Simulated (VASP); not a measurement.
Data:

```
SrTe
1.0
    0.00000     3.35858     3.35858
    3.35858     0.00000     3.35858
    3.35858     3.35858     0.00000
Sr Te
1 1
Direct
  0.00000   0.00000   0.00000
  0.50000   0.50000   0.50000
```

These are TPSS meta-GGA, VASP's PBE PAW potentials (set 64) (plane waves; VASP 6.6.1) values and carry that method's errors. Numerical set-up: 520 eV cut-off, 8×8×8 Γ-centred mesh, tetrahedra with Blöchl corrections, potentials Sr_sv Te.

Unless said otherwise, spin-orbit coupling is left out, though it shifts the bands of the heavy elements here.

Give the energies of bands 6 to 11 at the high-symmetry points, in eV from the valence-band maximum.

| band | Γ | X | U | L | W |
|---|---|---|---|---|---|
| 6 | 0.00 | -2.00 | -1.79 | -2.78 | -1.58 |
| 7 | 0.00 | -0.74 | -1.72 | -1.05 | -1.58 |
| 8 | 0.00 | -0.74 | -0.93 | -1.05 | -1.47 |
| 9 | 2.95 | 1.82 | 2.92 | 3.89 | 4.04 |
| 10 | 3.45 | 4.10 | 5.13 | 5.30 | 4.04 |
| 11 | 3.45 | 5.06 | 5.64 | 5.52 | 4.69 |

The gap is indirect, 1.82 eV, from the valence maximum at Γ to the conduction minimum at X.

The compound is SrTe in the rock salt structure. It was relaxed first.
